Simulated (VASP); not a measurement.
Level of theory: MS2 meta-GGA, VASP's PBE PAW potentials (set 64) (plane waves; VASP).

Input for VASP

### KPOINTS
```
Automatic mesh
0
Gamma
11 11 9
0 0 0
```

### POSCAR
```
MgB2
1
    1.5026004766    -2.6025798919     0.0000000000
    1.5026004766     2.6025798919     0.0000000000
    0.0000000000     0.0000000000     3.4071774619
Mg B
1 2
Direct
  0.0000000000   0.0000000000   1.0000000000
  0.3333330000   0.6666670000   0.5000000000
  0.6666670000   0.3333330000   0.5000000000
```

**INCAR**
```
SYSTEM=MgB2
PREC=Accurate; ENCUT=520; LREAL=.FALSE.
LASPH=.TRUE.
EDIFF=1E-7; NELM=100; ALGO=Normal
LMIXTAU=.TRUE.
ISMEAR=1; SIGMA=0.1
METAGGA=MS2
IBRION=2; NSW=30; ISIF=4
EDIFFG=-0.01
LWAVE=.FALSE.; LCHARG=.FALSE.
```

POTCAR, in this order: Mg B (PBE.64 set). Program: vasp_std.

Output

### OSZICAR
```
       N       E                     dE             d eps       ncg     rms          rms(c)
DAV:   1    -0.678341462222E+01   -0.67834E+01   -0.39967E+03  1392   0.840E+02
DAV:   2    -0.289213389269E+02   -0.22138E+02   -0.21066E+02  1856   0.117E+02
DAV:   3    -0.291730009244E+02   -0.25166E+00   -0.25112E+00  1648   0.145E+01
DAV:   4    -0.291733754289E+02   -0.37450E-03   -0.37450E-03  2000   0.512E-01
DAV:   5    -0.291733756036E+02   -0.17464E-06   -0.17457E-06  1704   0.924E-03    0.563E+00
DAV:   6    -0.219367735334E+02    0.72366E+01   -0.30123E+00  1392   0.135E+01    0.288E+00
DAV:   7    -0.216094635571E+02    0.32731E+00   -0.15486E+00  1576   0.104E+01    0.861E-01
DAV:   8    -0.219803140649E+02   -0.37085E+00   -0.23660E-01  1512   0.577E+00    0.638E-01
DAV:   9    -0.219455435141E+02    0.34771E-01   -0.16007E-01  1320   0.572E+00    0.164E-01
DAV:  10    -0.220057334880E+02   -0.60190E-01   -0.13663E-01  1296   0.516E+00    0.840E-02
DAV:  11    -0.220082083585E+02   -0.24749E-02   -0.13076E-02  1688   0.115E+00    0.104E-01
DAV:  12    -0.220081447908E+02    0.63568E-04   -0.37637E-04  1624   0.245E-01    0.765E-02
DAV:  13    -0.220083132046E+02   -0.16841E-03   -0.16515E-03  1312   0.585E-01    0.529E-02
DAV:  14    -0.220086330607E+02   -0.31986E-03   -0.62546E-04  1464   0.345E-01    0.299E-02
DAV:  15    -0.220086174322E+02    0.15629E-04   -0.53065E-06  1992   0.304E-02    0.266E-02
DAV:  16    -0.220086126996E+02    0.47326E-05   -0.20385E-05  1384   0.568E-02    0.871E-03
DAV:  17    -0.220086027697E+02    0.99299E-05   -0.32636E-06  1792   0.196E-02    0.412E-03
DAV:  18    -0.220086097692E+02   -0.69995E-05   -0.10587E-06  1496   0.131E-02    0.545E-04
DAV:  19    -0.220085956771E+02    0.14092E-04   -0.23116E-07  1504   0.743E-03    0.341E-04
DAV:  20    -0.220086044331E+02   -0.87560E-05   -0.58751E-08   808   0.367E-03    0.549E-05
DAV:  21    -0.220085998616E+02    0.45715E-05   -0.55463E-09   752   0.122E-03    0.261E-05
DAV:  22    -0.220086018473E+02   -0.19857E-05   -0.12602E-09   760   0.511E-04    0.123E-05
DAV:  23    -0.220086008128E+02    0.10344E-05   -0.26190E-10   736   0.228E-04    0.603E-06
DAV:  24    -0.220086010910E+02   -0.27818E-06   -0.56505E-11   712   0.114E-04    0.400E-06
DAV:  25    -0.220086009869E+02    0.10409E-06   -0.67938E-12   720   0.374E-05    0.142E-06
DAV:  26    -0.220086010060E+02   -0.19037E-07   -0.14766E-12   712   0.180E-05
   1 F= -.22008601E+02 E0= -.22008109E+02  d E =-.220086E+02
       N       E                     dE             d eps       ncg     rms          rms(c)
DAV:   1    -0.220157546863E+02   -0.71537E-02   -0.10439E-01  1784   0.257E+00    0.197E-01
DAV:   2    -0.220132720201E+02    0.24827E-02   -0.52847E-03  1720   0.625E-01    0.722E-02
DAV:   3    -0.220131894901E+02    0.82530E-04   -0.16558E-03  1536   0.414E-01    0.208E-02
DAV:   4    -0.220131161831E+02    0.73307E-04   -0.20411E-04  1360   0.182E-01    0.814E-03
DAV:   5    -0.220131884605E+02   -0.72277E-04   -0.93595E-05  1336   0.137E-01    0.274E-03
DAV:   6    -0.220131891601E+02   -0.69954E-06   -0.16627E-05  1496   0.638E-02    0.889E-04
DAV:   7    -0.220131897373E+02   -0.57721E-06   -0.31138E-07  1744   0.828E-03    0.644E-04
DAV:   8    -0.220131910771E+02   -0.13399E-05   -0.17600E-07  1392   0.661E-03    0.214E-04
DAV:   9    -0.220131893534E+02    0.17237E-05   -0.38473E-08   760   0.332E-03    0.786E-05
DAV:  10    -0.220131897458E+02   -0.39241E-06   -0.28030E-09   752   0.828E-04    0.390E-05
DAV:  11    -0.220131894380E+02    0.30781E-06   -0.11195E-09   712   0.530E-04    0.142E-05
DAV:  12    -0.220131894380E+02    0.28422E-11   -0.22137E-10   704   0.248E-04
   2 F= -.22013189E+02 E0= -.22013089E+02  d E =-.458843E-02
       N       E                     dE             d eps       ncg     rms          rms(c)
DAV:   1    -0.220138237989E+02   -0.63436E-03   -0.10216E-02  1752   0.803E-01    0.614E-02
DAV:   2    -0.220135792842E+02    0.24451E-03   -0.50855E-04  1728   0.195E-01    0.250E-02
DAV:   3    -0.220135630357E+02    0.16249E-04   -0.20725E-04  1536   0.138E-01    0.653E-03
DAV:   4    -0.220135533978E+02    0.96379E-05   -0.14168E-05  1408   0.484E-02    0.340E-03
DAV:   5    -0.220135619391E+02   -0.85414E-05   -0.59405E-06  1376   0.350E-02    0.851E-04
DAV:   6    -0.220135597436E+02    0.21955E-05   -0.18629E-06  1416   0.218E-02    0.321E-04
DAV:   7    -0.220135599142E+02   -0.17053E-06   -0.55279E-08  1144   0.368E-03    0.224E-04
DAV:   8    -0.220135605106E+02   -0.59639E-06   -0.19876E-08   728   0.225E-03    0.716E-05
DAV:   9    -0.220135598059E+02    0.70467E-06   -0.60093E-09   744   0.125E-03    0.289E-05
DAV:  10    -0.220135600367E+02   -0.23085E-06   -0.34566E-10   720   0.288E-04    0.142E-05
DAV:  11    -0.220135599173E+02    0.11945E-06   -0.12168E-10   680   0.171E-04    0.528E-06
DAV:  12    -0.220135599254E+02   -0.80977E-08   -0.20834E-11   672   0.718E-05
   3 F= -.22013560E+02 E0= -.22013394E+02  d E =-.495892E-02
       N       E                     dE             d eps       ncg     rms          rms(c)
DAV:   1    -0.220135986323E+02   -0.38715E-04   -0.75046E-04  1744   0.218E-01    0.165E-02
DAV:   2    -0.220135819665E+02    0.16666E-04   -0.37482E-05  1704   0.531E-02    0.659E-03
DAV:   3    -0.220135806892E+02    0.12772E-05   -0.14582E-05  1568   0.369E-02    0.172E-03
DAV:   4    -0.220135778251E+02    0.28642E-05   -0.11064E-06  1376   0.135E-02    0.892E-04
DAV:   5    -0.220135801108E+02   -0.22857E-05   -0.42213E-07  1384   0.937E-03    0.252E-04
DAV:   6    -0.220135793338E+02    0.77700E-06   -0.14603E-07  1376   0.608E-03    0.739E-05
DAV:   7    -0.220135793994E+02   -0.65678E-07   -0.39946E-09   672   0.983E-04
   4 F= -.22013579E+02 E0= -.22013397E+02  d E =-.497839E-02
```

File OUTCAR:
```
------------------------ aborting loop because EDIFF is reached ----------------------------------------
  FORCE on cell =-STRESS in cart. coord.  units (eV):
  Direction    XX          YY          ZZ          XY          YZ          ZX
  --------------------------------------------------------------------------------------
  Total        1.7425033      1.7425026      1.7379962      0.0000000     -0.0000000     -0.0000000
  in kB      104.7639446    104.7639025    104.4929645      0.0000000     -0.0000000     -0.0000000
  external PRESSURE =     104.6736039 kB  Pullay stress =       0.0000000 kB
  volume of cell :       26.65
      direct lattice vectors                 reciprocal lattice vectors
     1.511624611 -2.618210101 -0.000000000     0.330769952 -0.190970159  0.000000000
     1.511624611  2.618210101  0.000000000     0.330769952  0.190970159  0.000000000
    -0.000000000  0.000000000  3.366618445     0.000000000 -0.000000000  0.297033957
 POSITION                                       TOTAL-FORCE (eV/Angst)
 -----------------------------------------------------------------------------------
      3.02325      0.00000     -0.00000         0.000000      0.000000      0.000000
      1.51162      0.87274      1.68331        -0.000000     -0.000000      0.000000
      1.51162     -0.87274      1.68331         0.000000      0.000000      0.000000
 -----------------------------------------------------------------------------------
    total drift:                                0.000000      0.000000      0.000000
  FREE ENERGIE OF THE ION-ELECTRON SYSTEM (eV)
  ---------------------------------------------------
  free  energy   TOTEN  =       -22.0135793994 eV

  energy  without entropy=      -22.0130314487  energy(sigma->0) =      -22.01339675

 reached required accuracy - stopping structural energy minimisation
```
(Selected blocks of OUTCAR.)

### CONTCAR
```
MgB2
   1.00000000000000
     1.5116246105040756   -2.6182101011193102   -0.0000000000000000
     1.5116246105040756    2.6182101011193102    0.0000000000000000
    -0.0000000000000000    0.0000000000000000    3.3666184450239829
  Mg              B
     1     2
Direct
     1.0000000000000000    1.0000000000000000    0.0000000000000000
     0.3333330000000032    0.6666669999999968    0.5000000000000000
     0.6666669999999968    0.3333330000000032    0.5000000000000000
```

**OUTCAR**
```
 val. band max:        5.7717807620   @ k =   0.2727   0.1818   0.0000

 cond. band min:       5.7958425571   @ k =   0.4545   0.0909   0.1111


 Fermi energy:         5.7947157198

 k-point     1 :       0.0000    0.0000    0.0000
  band No.  band energies     occupation
      1      -7.6238      2.00000
      2       3.0909      2.00000
      3       5.8324      0.41015
      4       5.8324      0.40920
      5       8.1492      0.00000
      6      12.9666      0.00000
      7      12.9667      0.00000
      8      15.2750      0.00000

 k-point     2 :       0.0909    0.0000    0.0000
  band No.  band energies     occupation
      1      -7.4703      2.00000
      2       3.2395      2.00000
      3       5.1211      2.00000
      4       5.5088      2.00040
      5       8.2714      0.00000
      6      12.8316      0.00000
      7      13.6131      0.00000
      8      15.5374      0.00000

 k-point     3 :       0.1818    0.0000    0.0000
  band No.  band energies     occupation
      1      -7.0120      2.00000
      2       3.4594      2.00000
      3       3.6816      2.00000
      4       4.8067      2.00000
      5       8.6535      0.00000
      6      12.3624      0.00000
      7      15.2498      0.00000
      8      15.2699      0.00000

 k-point     4 :       0.2727    0.0000    0.0000
  band No.  band energies     occupation
      1      -6.2561      2.00000
      2       1.4955      2.00000
      3       4.0968      2.00000
      4       4.4003      2.00000
      5       9.2372      0.00000
      6      11.8624      0.00000
      7      13.2582      0.00000
      8      16.0588      0.00000

 k-point     5 :       0.3636    0.0000    0.0000
  band No.  band energies     occupation
      1      -5.2172      2.00000
      2      -0.4446      2.00000
      3       3.5647      2.00000
      4       5.3382      2.00000
      5       9.8229      0.00000
      6      11.3221      0.00000
      7      11.6721      0.00000
...
```

The compound is MgB2 in the AlB2 type structure. This cell is one point of a volume scan, at 0.94 of the reference volume. Symmetry was kept, so distortions that lower it aren't found.
